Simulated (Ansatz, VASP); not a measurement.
# One calculation of CsHf3, two programs

The input INCAR:

```
PREC = Accurate ; ENCUT = 520
EDIFF = 1E-6 ; ISMEAR = 0
SIGMA = 0.1 ; LREAL = False
LASPH = True ; NELM = 100
ALGO = Normal ; ISIF = 2
LWAVE = False ; LCHARG = True
GGA = PE ; LELF = True
LVHAR = True ; NBANDS = 28
```

File KPOINTS:

```
Automatic mesh
0
Gamma
  10 10 10
```

POSCAR

```
CsHf3
1.0
    4.6897312945      0.0000000000      0.0000000000
    0.0000000000      4.6897312945      0.0000000000
    0.0000000000      0.0000000000      4.6897312945
Cs Hf
1 3
Direct
    0.0000000000      0.0000000000      0.0000000000
    0.5000000000      0.5000000000      0.0000000000
    0.0000000000      0.5000000000      0.5000000000
    0.5000000000      0.0000000000      0.5000000000
```

Input for Ansatz:

```yaml
crystal:
  lattice:
    - [4.6897312945, 0.0, 0.0]
    - [0.0, 4.6897312945, 0.0]
    - [0.0, 0.0, 4.6897312945]
  atoms:
    - { symbol: Cs, position: [0.0, 0.0, 0.0] }
    - { symbol: Hf, position: [0.5, 0.5, 0.0] }
    - { symbol: Hf, position: [0.0, 0.5, 0.5] }
    - { symbol: Hf, position: [0.5, 0.0, 0.5] }
basis:
  ecutwfc: 420
kpoints:
  mp_grid: { grid: [10, 10, 10] }
  band_path:
    path:
      - [[0.0, 0.0, 0.0], [0.0, 0.5, 0.0], [0.5, 0.5, 0.0], [0.0, 0.0, 0.0], [0.5, 0.5, 0.5], [0.0, 0.5, 0.0]]
      - [[0.5, 0.5, 0.5], [0.5, 0.5, 0.0]]
    npoints: 14
hamiltonian:
  xc: pbe
scf:
  occupations: { method: gaussian, width: 0.1 }
  n_extra_bands: 10
output:
  forces: true
  stress: true
  eigenvalues: true
  populations: true
  dos: { projected: true, de: 0.02, nscf_kmesh: { grid: [12, 12, 12] } }
  bader: true
  write_density: true
  write_potential: true
  elf: true
  volumetric_format: npy
```

The cell was built by a generator and needn't be a form met in nature.

Alike in both runs: task single point; functional PBE; k mesh 10 × 10 × 10; occupations gaussian, width 0.1 eV; no spin polarisation.

```csv
,VASP,Ansatz
version,VASP 6.6.1,Ansatz 0.2.0
potentials or method,"VASP PAW PBE potentials, release 64 (Cs_sv, Hf_pv)","scalar-relativistic, plane waves, PAW"
plane-wave cutoff (eV),520,420
valence electrons in the cell,39,87
```

VASP gave:

```
gap on the k mesh at the Fermi level (eV) : none
pressure (GPa)                            : 0.1
```

**Question.** What did Ansatz give for the same quantities?

**Answer.** gap on the k mesh at the Fermi level (eV): none; pressure (GPa): 0.0.

A gap of «none» marks a metal or a gap that the smearing closes. The functional is the same, so the differences come from potentials, cutoffs and numerics. The two sets of potentials don't hold the same shells in valence.

The runs have no spin-orbit coupling, so splittings on Cs, Hf are missing.
